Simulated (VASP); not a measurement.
These are PBE GGA, VASP's PBE PAW potentials (set 64) (plane waves; VASP) values and carry that method's errors.

The input files of a VASP run:

File POSCAR:
```
PtC
1
    3.2039516146     0.0000000000     0.0000000000
   -1.6019758073     2.7747032494    -0.0000000000
   -0.0000000000     0.0000000000     5.9144425639
Pt C
2 2
Direct
  0.3333330000   0.6666670000   0.0080058123
  0.6666670000   0.3333330000   0.5080058123
  0.3333330000   0.6666670000   0.3669941877
  0.6666670000   0.3333330000   0.8669941877
```

### KPOINTS
```
k-points along high-symmetry lines
10
Line-mode
Reciprocal
  0.000000   0.000000   0.000000 ! GAMMA
  0.500000  -0.000000   0.000000 ! M

  0.500000  -0.000000   0.000000 ! M
  0.333333   0.333333   0.000000 ! K

  0.333333   0.333333   0.000000 ! K
  0.000000   0.000000   0.000000 ! GAMMA

  0.000000   0.000000   0.000000 ! GAMMA
  0.000000   0.000000   0.500000 ! A

  0.000000   0.000000   0.500000 ! A
  0.500000  -0.000000   0.500000 ! L

  0.500000  -0.000000   0.500000 ! L
  0.333333   0.333333   0.500000 ! H

  0.333333   0.333333   0.500000 ! H
  0.000000   0.000000   0.500000 ! A

  0.500000  -0.000000   0.500000 ! L
  0.500000  -0.000000   0.000000 ! M

  0.333333   0.333333   0.500000 ! H
  0.333333   0.333333   0.000000 ! K
```

INCAR:
```
! general
SYSTEM =PtC
PREC   =Accurate
ENCUT  =520
LREAL  =.FALSE.
LASPH  =.TRUE.
ICHARG =11

! electronic loop
EDIFF  =1E-7
NELM   =100
ALGO   =Normal
LMAXMIX=6

! smearing
ISMEAR =0
SIGMA  =0.05

! functional
GGA    =PE

! output
LWAVE  =.FALSE.
LCHARG =.FALSE.
LORBIT =11
```

POTCAR, in this order: Pt C (PBE.64 set). Program: vasp_std. Read from the step before: CHGCAR.

**Question.** What will the output report for the number of irreducible k-points (NKPTS), number of bands (NBANDS), largest plane-wave count, number of space-group operations, FFT grid (NGX, NGY, NGZ)?

**Answer.** 
```
Property                                      Result
--------------------------------------  ------------
number of irreducible k-points (NKPTS)            90
number of bands (NBANDS)                          18
largest plane-wave count                        1446
number of space-group operations                  12
FFT grid (NGX, NGY, NGZ)                24 × 24 × 48
```

The structure was generated: PtC was put into the wurtzite type (P6_3mc), which need not be its known phase. It was relaxed first, which changed the volume by -10 %.
